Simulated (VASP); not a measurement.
A run of VASP 6.6.1:

File INCAR:

```
SYSTEM = TiO2
ALGO     = Normal         ! electronic algorithm
EDIFF    = 1E-7           ! SCF threshold, eV
EDIFFG   = -0.002         ! ionic threshold
ENCUT    = 520            ! plane-wave cutoff, eV
GGA      = PE             ! functional
IBRION   = 2              ! ionic algorithm
ISIF     = 3              ! what is computed and relaxed
ISMEAR   = 0              ! smearing method
ISPIN    = 2              ! spin polarisation
KPAR     = 4            
LASPH    = .True.         ! aspherical terms in the spheres
LCHARG   = .False.        ! write CHGCAR
LMAXMIX  = 4              ! l up to which the mixer works
LORBIT   = 11             ! projections on sites
LREAL    = .False.        ! projectors in reciprocal space
LWAVE    = .False.        ! write WAVECAR
MAGMOM   = 1 1 0 0 0 0    ! initial moments
NELM     = 150            ! most SCF steps
NSW      = 80             ! ionic steps
PREC     = Accurate       ! precision mode
SIGMA    = 1.0            ! smearing width, eV
```

The input KPOINTS:

```
k-points
0
Gamma
  14 14 14
  0 0 0
```

Contents of POSCAR:

```
TiO2                                    
1.0
   -1.9032185192      1.9032185192      4.8504193009
    1.9032185192     -1.9032185192      4.8504193009
    1.9032185192      1.9032185192     -4.8504193009
  Ti              O             
     2     4
Direct
     0.0000000000000000    0.0000000000000000    0.0000000000000000
     0.7500000000000000    0.2500000000000000    0.5000000000000000
     0.2067478206479648    0.2067478206479648    0.0000000000000000
     0.9567478206479648    0.4567478206479647    0.5000000000000000
     0.5432521793520352    0.0432521793520352    0.5000000000000000
     0.7932521793520352    0.7932521793520352    0.0000000000000000
```

Potentials or basis: VASP PAW PBE potentials, release 64 (Ti_sv, O).

Run with:

```sh
$ cat potpaw_PBE.64/Ti_sv/POTCAR potpaw_PBE.64/O/POTCAR > POTCAR
$ mpirun -np 4 vasp_std > vasp.out
```

Hardware: 4 MPI ranks on Intel(R) Xeon(R) Platinum 8559C (Emerald Rapids), with other jobs on the host.

Q: Estimate the wall time of this run.

A: It took 11 min on 4 MPI ranks on Intel(R) Xeon(R) Platinum 8559C (Emerald Rapids), on a shared host, peak memory 0.82 GiB a rank. Counts: scf iterations 39, k points 244, ion steps 5.
